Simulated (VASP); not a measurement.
Consider the following.

```xyz
63
Lattice="8.4870 0.0000 0.0000 0.0000 8.4870 0.0000 0.0000 0.0000 8.4870" Properties=species:S:1:pos:R:3 pbc="T T T"
Mg     4.2426     8.4823     8.4823
Mg     6.3647     2.1206     0.0003
Mg     6.3648     8.4844     2.1214
Mg     8.4868     8.4855     8.4856
Mg     2.1221     2.1193     0.0005
Mg     4.2447     4.2396     8.4659
Mg     6.3653     6.3631     0.0006
Mg     2.1172     8.4838     2.1215
Mg     4.2431     2.0992     2.1199
Mg     6.3824     4.2431     2.1221
Mg     4.2423     8.4841     4.2433
Mg     6.3647     2.1204     4.2435
Mg     6.3672     8.4856     6.3655
Mg     0.0010     4.2423     0.0006
Mg     2.1220     6.3618     8.4869
Mg     8.4847     2.1187     2.1232
Mg     2.1050     4.2398     2.1225
Mg     4.2421     6.3794     2.1208
Mg     8.4861     8.4862     4.2466
Mg     2.1208     2.1194     4.2430
Mg     4.2442     4.2404     4.2615
Mg     6.3643     6.3644     4.2435
Mg     2.1184     8.4850     6.3654
Mg     4.2448     2.1165     6.3630
Mg     6.3696     4.2427     6.3656
Mg     8.4861     6.3662     2.1234
Mg     0.0003     4.2427     4.2465
Mg     2.1215     6.3629     4.2440
Mg     0.0001     2.1193     6.3663
Mg     2.1208     4.2402     6.3655
Mg     4.2435     6.3641     6.3631
Mg     0.0011     6.3666     6.3667
O      6.3634     2.1200     2.1213
O      8.4862     4.2423     2.1232
O      8.4868     2.1243     4.2412
O      2.1217     2.1196     2.1219
O      6.3636     6.3631     2.1222
O      8.4850     8.4853     2.1227
O      4.2436     2.1186     4.2412
O      6.3656     4.2423     4.2434
O      8.4857     6.3609     4.2405
O      6.3632     2.1233     6.3656
O      0.0014     4.2426     6.3666
O      8.4862     2.1245     0.0051
O      2.1212     6.3619     2.1217
O      4.2410     8.4834     2.1197
O      2.1226     4.2403     4.2433
O      4.2427     6.3621     4.2416
O      6.3608     8.4848     4.2398
O      2.1255     2.1233     6.3649
O      4.2445     4.2407     6.3628
O      6.3624     6.3606     6.3648
O      8.4866     8.4865     6.3662
O      4.2444     2.1191     8.4857
O      6.3653     4.2421     0.0000
O      0.0003     6.3603     0.0056
O      2.1242     8.4853     4.2397
O      2.1263     6.3594     6.3657
O      4.2425     8.4839     6.3635
O      2.1235     4.2413     8.4869
O      4.2428     6.3610     8.4853
O      6.3615     8.4852     0.0033
O      2.1247     8.4842     0.0031
```
Cell charge -1.

All values below come from HSE06 screened hybrid, VASP's PBE PAW potentials (set 64) (plane waves; VASP 6.6.1). Settings: PREC = Normal, LREAL = Auto, ISYM = 0, NELECT = 251.0, EDIFF = 1E-5, 400 eV cut-off, 1×1×1 Γ-centred mesh, Gaussian smearing of 0.050 eV, potentials Mg O. Starting moments (MAGMOM): 63*0.0159. The cell's moment is fixed (NUPDOWN = 1).

The cell is charged, with a uniform compensating background. The supercell is sampled at Γ alone, which is coarse: total energies, pressure and levels can be off, energies of defects by several tenths of an eV.

### Question
What does the run give for the cell moment, energy per atom (σ→0)?

### Answer

* **cell moment**: 1.00 μB
* **energy per atom (σ→0)**: -6.894 eV/atom

The absolute energy has meaning only against runs of the same code, potentials and settings.

The cell is a supercell with a defect, built from MgO (rock salt): vac_O, charge -1. The cell's shape comes from a PBE relaxation.
